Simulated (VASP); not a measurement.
Input of a VASP 6.6.1 run:

The input INCAR:

```
SYSTEM = BiO6
ALGO = Fast
EDIFF = 1E-6
EDIFFG = -0.01
ENCUT = 600
GGA = PE
IBRION = 2
ISIF = 3
ISMEAR = 0
LASPH = .True.
LCHARG = .False.
LREAL = .False.
LWAVE = .False.
NELM = 80
NSW = 100
PREC = Accurate
SIGMA = 0.1
```

File KPOINTS:

```
k-points
0
Gamma
  8 8 8
  0 0 0
```

Contents of POSCAR:

```
BiO6
1.0
    4.8911977626      0.0000000000      0.0000000000
    0.0000000000      4.8911977626      0.0000000000
    0.0000000000      0.0000000000      4.8911977626
Bi O
1 6
Direct
    0.0000000000      0.0000000000      0.0000000000
    0.5000000000      0.5000000000      0.1279015497
    0.5000000000      0.5000000000      0.8720984503
    0.1279015497      0.5000000000      0.5000000000
    0.8720984503      0.5000000000      0.5000000000
    0.5000000000      0.1279015497      0.5000000000
    0.5000000000      0.8720984503      0.5000000000
```

Potentials or basis: VASP PAW PBE potentials, release 64 (Bi_d, O).

The run is started by

```sh
$ cat potpaw_PBE.64/Bi_d/POTCAR potpaw_PBE.64/O/POTCAR > POTCAR
$ mpirun -np 1 vasp_std > vasp.out
```

Predict the relaxed cell.

a = 4.874 Å, b = 4.874 Å, c = 4.874 Å, α = 90.00°, β = 90.00°, γ = 90.00°.

What does it give for the relaxed volume?

16.54 Å³/atom.

Estimate the space group after relaxing (to 0.05 Å).

Pm-3m (No. 221).

What does it give for the band gap on the k mesh?

None (metal or under the smearing width).

Final structure:
```xyz
7
Lattice="4.8735 0.0000 0.0000 0.0000 4.8735 0.0000 0.0000 0.0000 4.8735" Properties=species:S:1:pos:R:3 pbc="T T T"
Bi    0.0000    0.0000    0.0000
O     2.4368    2.4368    0.6335
O     2.4368    2.4368    4.2400
O     0.6335    2.4368    2.4368
O     4.2400    2.4368    2.4368
O     2.4368    0.6335    2.4368
O     2.4368    4.2400    2.4368
```

Caveat: the standard files for N, O and F lose accuracy on very short bonds; spin-orbit coupling is left out, which moves the levels of the heavy elements; an odd number of electrons without spin polarisation forces a metal; a magnetic or distorted state may lie lower.
